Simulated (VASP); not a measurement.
Method: PBE GGA, VASP's PBE PAW potentials (set 64) (plane waves; VASP).

The input files of a VASP run:

**POSCAR**
```
In27P27
1
   -0.0000000000     8.9995127568     8.9995127568
    8.9995127568    -0.0000000000     8.9995127568
    8.9995127568     8.9995127568    -0.0000000000
In P
27 27
Direct
  0.0000000000   0.0000000000   0.0000000000
  0.0000000000   0.0000000000   0.3333330000
  0.0000000000   0.0000000000   0.6666670000
  0.0000000000   0.3333330000   0.0000000000
  0.0000000000   0.3333330000   0.3333330000
  0.0000000000   0.3333330000   0.6666670000
  0.0000000000   0.6666670000   0.0000000000
  0.0000000000   0.6666670000   0.3333330000
  0.0000000000   0.6666670000   0.6666670000
  0.3333330000   0.0000000000   0.0000000000
  0.3333330000   0.0000000000   0.3333330000
  0.3333330000   0.0000000000   0.6666670000
  0.3333330000   0.3333330000   0.0000000000
  0.3333330000   0.3333330000   0.3333330000
  0.3333330000   0.3333330000   0.6666670000
  0.3333330000   0.6666670000   0.0000000000
  0.3333330000   0.6666670000   0.3333330000
  0.3333330000   0.6666670000   0.6666670000
  0.6666670000   0.0000000000   0.0000000000
  0.6666670000   0.0000000000   0.3333330000
  0.6666670000   0.0000000000   0.6666670000
  0.6666670000   0.3333330000   0.0000000000
  0.6666670000   0.3333330000   0.3333330000
  0.6666670000   0.3333330000   0.6666670000
  0.6666670000   0.6666670000   0.0000000000
  0.6666670000   0.6666670000   0.3333330000
  0.6666670000   0.6666670000   0.6666670000
  0.0833330000   0.0833330000   0.0833330000
  0.0833330000   0.0833330000   0.4166670000
  0.0833330000   0.0833330000   0.7500000000
  0.0833330000   0.4166670000   0.0833330000
  0.0833330000   0.4166670000   0.4166670000
  0.0833330000   0.4166670000   0.7500000000
  0.0833330000   0.7500000000   0.0833330000
  0.0833330000   0.7500000000   0.4166670000
  0.0833330000   0.7500000000   0.7500000000
  0.4166670000   0.0833330000   0.0833330000
  0.4166670000   0.0833330000   0.4166670000
  0.4166670000   0.0833330000   0.7500000000
  0.4166670000   0.4166670000   0.0833330000
  0.4166670000   0.4166670000   0.4166670000
  0.4166670000   0.4166670000   0.7500000000
  0.4166670000   0.7500000000   0.0833330000
  0.4166670000   0.7500000000   0.4166670000
  0.4166670000   0.7500000000   0.7500000000
  0.7500000000   0.0833330000   0.0833330000
  0.7500000000   0.0833330000   0.4166670000
  0.7500000000   0.0833330000   0.7500000000
  0.7500000000   0.4166670000   0.0833330000
  0.7500000000   0.4166670000   0.4166670000
  0.7500000000   0.4166670000   0.7500000000
  0.7500000000   0.7500000000   0.0833330000
  0.7500000000   0.7500000000   0.4166670000
  0.7500000000   0.7500000000   0.7500000000
```

INCAR:
```
ALGO  =  Fast
EDIFF  =  1E-5
EDIFFG  =  -0.03
ENCUT  =  400
GGA  =  PE
IBRION  =  2
ISIF  =  2
ISMEAR  =  0
LASPH  =  .True.
LCHARG  =  .False.
LMAXMIX  =  4
LREAL  =  Auto
LWAVE  =  .True.
NELM  =  100
NELMIN  =  4
NSW  =  20
PREC  =  Normal
SIGMA  =  0.05
SYMPREC  =  1E-4
SYSTEM  =  In27P27
```

**KPOINTS**
```
Regular mesh
0
Gamma
1 1 1
```

POTCAR, in this order: In P (PBE.64 set). Program: vasp_gam.

What VASP printed:

### OSZICAR
```
       N       E                     dE             d eps       ncg     rms          rms(c)
DAV:   1     0.129547275590E+04    0.12955E+04   -0.74696E+04   272   0.109E+03
DAV:   2    -0.658479098281E+02   -0.13613E+04   -0.13116E+04   336   0.197E+02
DAV:   3    -0.222411472776E+03   -0.15656E+03   -0.15399E+03   312   0.685E+01
DAV:   4    -0.228555925739E+03   -0.61445E+01   -0.60756E+01   336   0.148E+01
DAV:   5    -0.228753441890E+03   -0.19752E+00   -0.19727E+00   344   0.271E+00    0.286E+01
RMM:   6    -0.216218668692E+03    0.12535E+02   -0.24739E+01   272   0.693E+00    0.166E+01
RMM:   7    -0.215440855775E+03    0.77781E+00   -0.28491E+01   272   0.718E+00    0.606E+00
RMM:   8    -0.215105412273E+03    0.33544E+00   -0.52174E+00   272   0.391E+00    0.239E+00
RMM:   9    -0.215076951028E+03    0.28461E-01   -0.74087E-01   275   0.161E+00    0.111E+00
RMM:  10    -0.215081558898E+03   -0.46079E-02   -0.16797E-01   305   0.654E-01    0.748E-01
RMM:  11    -0.215087949632E+03   -0.63907E-02   -0.17830E-01   272   0.641E-01    0.710E-01
RMM:  12    -0.215078209036E+03    0.97406E-02   -0.24659E-02   272   0.324E-01    0.282E-01
RMM:  13    -0.215078328703E+03   -0.11967E-03   -0.27744E-03   276   0.105E-01    0.256E-01
RMM:  14    -0.215079107487E+03   -0.77878E-03   -0.20195E-03   288   0.813E-02    0.188E-01
RMM:  15    -0.215078475441E+03    0.63205E-03   -0.18165E-03   272   0.658E-02    0.570E-02
RMM:  16    -0.215078515609E+03   -0.40169E-04   -0.61823E-04   275   0.385E-02    0.400E-02
RMM:  17    -0.215078527883E+03   -0.12274E-04   -0.10864E-04   269   0.182E-02    0.356E-02
RMM:  18    -0.215078532071E+03   -0.41872E-05   -0.18651E-05   164   0.873E-03
   1 F= -.21507853E+03 E0= -.21507853E+03  d E =-.215079E+03
```

### OUTCAR
```
------------------------ aborting loop because EDIFF is reached ----------------------------------------
  FORCE on cell =-STRESS in cart. coord.  units (eV):
  Direction    XX          YY          ZZ          XY          YZ          ZX
  --------------------------------------------------------------------------------------
  Total        5.8451316      5.8451316      5.8451316      0.0000000     -0.0000000      0.0000000
  in kB        6.4241827      6.4241827      6.4241827      0.0000000     -0.0000000      0.0000000
  external PRESSURE =       6.4241827 kB  Pullay stress =       0.0000000 kB
  volume of cell :     1457.76
      direct lattice vectors                 reciprocal lattice vectors
     0.000000000  8.999512757  8.999512757    -0.055558563  0.055558563  0.055558563
     8.999512757  0.000000000  8.999512757     0.055558563 -0.055558563  0.055558563
     8.999512757  8.999512757  0.000000000     0.055558563  0.055558563 -0.055558563
  FREE ENERGIE OF THE ION-ELECTRON SYSTEM (eV)
  ---------------------------------------------------
  free  energy   TOTEN  =      -215.0785320706 eV

  energy  without entropy=     -215.0785307885  energy(sigma->0) =     -215.07853143

 reached required accuracy - stopping structural energy minimisation
```
(Selected blocks of OUTCAR.)

### OUTCAR
```
 val. band max:        3.3556073042   @ k =   0.0000   0.0000   0.0000

 cond. band min:       3.6907992541   @ k =   0.0000   0.0000   0.0000


 Fermi energy:         3.5271374193

 k-point     1 :       0.0000    0.0000    0.0000
  band No.  band energies     occupation
      1      -7.6973      2.00000
      2      -6.7937      2.00000
      3      -6.7937      2.00000
      4      -6.7937      2.00000
      5      -6.7937      2.00000
      6      -6.7937      2.00000
      7      -6.7937      2.00000
      8      -6.7937      2.00000
      9      -6.7937      2.00000
     10      -6.4625      2.00000
     11      -6.4625      2.00000
     12      -6.4625      2.00000
     13      -6.4625      2.00000
     14      -6.4625      2.00000
     15      -6.4624      2.00000
     16      -5.9032      2.00000
     17      -5.9032      2.00000
     18      -5.9032      2.00000
     19      -5.9031      2.00000
     20      -5.9031      2.00000
     21      -5.9031      2.00000
     22      -5.9030      2.00000
     23      -5.9030      2.00000
     24      -5.9030      2.00000
     25      -5.9030      2.00000
     26      -5.9030      2.00000
     27      -5.9029      2.00000
     28      -1.8811      2.00000
     29      -1.8810      2.00000
     30      -1.8810      2.00000
     31      -1.8810      2.00000
     32      -1.8810      2.00000
     33      -1.8810      2.00000
     34      -1.8810      2.00000
     35      -1.8809      2.00000
     36      -1.8809      2.00000
     37      -1.8809      2.00000
     38      -1.8809      2.00000
     39      -1.8808      2.00000
     40      -1.0259      2.00000
     41      -1.0259      2.00000
     42      -1.0259      2.00000
     43      -1.0259      2.00000
     44      -1.0258      2.00000
     45      -1.0258      2.00000
     46      -1.0258      2.00000
     47      -1.0258      2.00000
     48      -1.0086      2.00000
     49      -1.0086      2.00000
     50      -1.0086      2.00000
     51      -1.0086      2.00000
...
```

The supercell is sampled at Γ alone, which is coarse: total energies, pressure and levels can be off, energies of defects by several tenths of an eV. Unless said otherwise, spin-orbit coupling is left out, though it shifts the bands of the heavy elements here.

The cell is a supercell, built from a database entry that may be metastable or hypothetical.
